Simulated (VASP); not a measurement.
**Co5Si3: single point with PBE**

The system is Co5Si3.

```
Co Si
1.0
     6.03385    0.01324    0.00895
     0.01324    5.86667    0.12947
     0.00895    0.12947    6.11427
Co Si
10 6
Direct
  0.45886 0.65025 0.91126
  0.67748 0.00016 0.29799
  0.43366 0.09847 0.94165
  0.15031 0.34319 0.72807
  0.35053 0.73861 0.24580
  0.63890 0.37419 0.21494
  0.93472 0.27021 0.40421
  0.09103 0.80461 0.57277
  0.84649 0.07806 0.96194
  0.49613 0.52954 0.51766
  0.76260 0.40610 0.78367
  0.18560 0.38528 0.07387
  0.07647 0.84246 0.98935
  0.88958 0.64905 0.29889
  0.36241 0.06929 0.44834
  0.73750 0.83085 0.70277
```

The cell was built by a generator and needn't be a form met in nature.

```json
{
 "Program": "VASP 6.6.1",
 "Task": "single point",
 "Functional": "PBE",
 "Potentials or basis": "VASP PAW PBE potentials, release 64 (Co, Si)",
 "Cutoff": "520 eV",
 "k mesh": "1 × 1 × 1, shifted",
 "Occupations": "fermi-dirac, width 0.156 eV",
 "Spin": "no spin polarisation"
}
```

* Pressure: -9.4 GPa
* Largest force: 4.918 eV/Å
* Band gap on the k mesh: 0.09 eV, direct

Forces on the atoms (eV/Å):
```
Co  -0.187 -0.462 -1.370
Co   0.441 -2.274  0.495
Co  -0.089 -0.002  0.287
Co   0.339  0.508 -1.141
Co  -0.697  0.292 -0.256
Co  -1.645  0.650 -1.881
Co   2.271 -0.627  0.382
Co   0.137 -0.076  0.776
Co  -1.720  2.646 -0.600
Co  -0.281 -0.372  1.382
Si  -0.372  0.099 -0.072
Si   0.006 -0.376  1.595
Si   4.221 -2.494 -0.390
Si  -0.058  0.383  0.612
Si  -1.380  1.313  0.728
Si  -0.987  0.791 -0.545
```

Stress tensor (GPa, compression positive):
```
 -9.84  -4.24   2.72
 -4.24 -10.20  -1.14
  2.72  -1.14  -8.08
```

Levels at points of the mesh, in eV from the valence-band top:
```csv
k point,band 53,band 54,band 55,band 56,band 57,band 58,band 59,band 60,band 61,band 62
"(0.25, 0.25, 0.25)",-0.21,-0.18,-0.07,-0.04,0.00,0.09,0.13,0.22,0.31,0.53
```

It took 58 s on 1 thread of Intel(R) Xeon(R) Platinum 8488C (Sapphire Rapids), on a shared host, peak memory 0.31 GiB.

PBE gaps usually lie below the measured ones, often by a third to a half. Spin polarisation is off, so any magnetic state and its effect on volume and gap are missing.
